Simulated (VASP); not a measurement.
Given:

```xyz
2
Lattice="2.9829 0.0000 0.0000 -1.4915 2.5833 0.0000 0.0000 0.0000 3.4688" Properties=species:S:1:pos:R:3 pbc="T T T"
Fe     0.0000     0.0000     0.0000
Ge     1.4915     0.8611     1.7344
```
Starting moments (μB, in the order of the record's atoms Fe Ge): 2.0 -0.1.

The numbers are results of r2SCAN meta-GGA, VASP's PBE PAW potentials (set 64) (plane waves; VASP 6.6.1), not measurements. Run with 400 eV cut-off, 16×16×12 Γ-centred mesh, tetrahedra with Blöchl corrections, potentials Fe Ge_d.

Give the spin-up energies of bands 7 to 15 at the high-symmetry points, in eV from the Fermi level.

```
band      Γ      M      K      A      L      H
----  -----  -----  -----  -----  -----  -----
7     -4.34  -6.94  -5.89  -7.91  -5.25  -5.19
8     -3.12  -3.89  -4.76  -2.98  -5.03  -4.65
9     -3.12  -3.73  -3.44  -2.91  -2.92  -3.19
10    -1.84  -2.04  -2.58  -2.91  -2.70  -2.97
11    -1.84  -1.87  -1.64  -2.18  -1.97  -2.63
12    -1.10  -1.06  -1.61  -2.18  -1.84   0.51
13     5.22   2.85  -1.06   8.48   0.65   0.65
14     7.82   4.95   6.39   8.48   2.24   1.69
15     7.82   7.58   9.58  14.19   6.29   3.09
```

Give the spin-down energies of bands 7 to 15 at the high-symmetry points, in eV from the Fermi level.

```json
[
 {"band": "7", "Γ": "-1.82", "M": "-6.92", "K": "-5.28", "A": "-8.01", "L": "-5.39", "H": "-4.79"},
 {"band": "8", "Γ": "-1.20", "M": "-2.77", "K": "-4.72", "A": "-0.73", "L": "-4.24", "H": "-3.84"},
 {"band": "9", "Γ": "-0.43", "M": "-1.36", "K": "-2.40", "A": "-0.73", "L": "-1.75", "H": "-3.36"},
 {"band": "10", "Γ": "-0.43", "M": "-0.51", "K": "-1.24", "A": "-0.03", "L": "-1.36", "H": "-1.00"},
 {"band": "11", "Γ": "-0.26", "M": "1.33", "K": "1.05", "A": "-0.03", "L": "1.28", "H": "1.34"},
 {"band": "12", "Γ": "-0.26", "M": "2.47", "K": "1.23", "A": "0.78", "L": "1.43", "H": "1.89"},
 {"band": "13", "Γ": "6.72", "M": "2.86", "K": "2.31", "A": "8.48", "L": "2.02", "H": "2.74"},
 {"band": "14", "Γ": "8.12", "M": "5.31", "K": "6.89", "A": "8.48", "L": "3.85", "H": "2.93"},
 {"band": "15", "Γ": "8.12", "M": "7.54", "K": "10.06", "A": "13.90", "L": "6.68", "H": "4.02"}
]
```

It has no gap at this level: it comes out as a metal or semimetal.

The structure was generated: FeGe was put into the WC type (P-6m2), which need not be its known phase. It was relaxed first, which changed the volume by -8 %.
